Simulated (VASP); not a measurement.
Here is the system:

```
CELL_PARAMETERS angstrom
      0.00000     1.95745     1.95745
      1.95745     0.00000     1.95745
      1.95745     1.95745     0.00000
ATOMIC_POSITIONS crystal
  Pt 0.00000 0.00000 0.00000
```

These are revTPSS meta-GGA, VASP's PBE PAW potentials (set 64) (plane waves; VASP) values and carry that method's errors. Numerical set-up: 520 eV cut-off, 18×18×18 Γ-centred mesh, tetrahedra with Blöchl corrections, potentials Pt.

Unless said otherwise, spin-orbit coupling is left out, though it shifts the bands of the heavy elements here.

Question: Tabulate the total density of states (states/eV per cell) against energy (eV; zero at the valence-band maximum or, without a gap, the Fermi level).

Answer: 
```
E (eV)  DOS (states/eV)
------  ---------------
-9.95              0.03
-9.73              0.04
-9.51              0.06
-9.29              0.07
-9.06              0.08
-8.84              0.09
-8.62              0.10
-8.40              0.12
-8.18              0.14
-7.95              0.16
-7.62              0.21
-7.40              0.32
-7.17              0.58
-6.95              0.82
-6.73              1.03
-6.51              1.32
-6.29              1.45
-6.06              1.35
-5.84              1.32
-5.62              1.18
-5.40              0.79
-5.17              1.18
-4.95              1.33
-4.73              1.28
-4.51              1.24
-4.28              1.52
-4.06              1.53
-3.84              1.81
-3.62              2.12
-3.40              2.50
-3.06              1.24
-2.84              1.42
-2.62              1.10
-2.39              1.19
-2.17              1.40
-1.95              1.68
-1.73              1.22
-1.50              1.16
-1.28              1.08
-1.06              1.12
-0.84              1.05
-0.62              1.16
-0.39              1.33
-0.17              1.99
0.05               1.80
0.27               1.01
0.50               0.54
0.72               0.28
0.94               0.28
1.16               0.27
1.50               0.28
1.72               0.28
1.94               0.27
2.16               0.27
2.39               0.28
2.61               0.27
2.83               0.27
3.05               0.27
3.27               0.26
3.50               0.26
```
Within 2 eV below the Fermi level the largest weight inside VASP's projection spheres is Pt d.

The compound is Pt in the fcc structure. It was relaxed first.
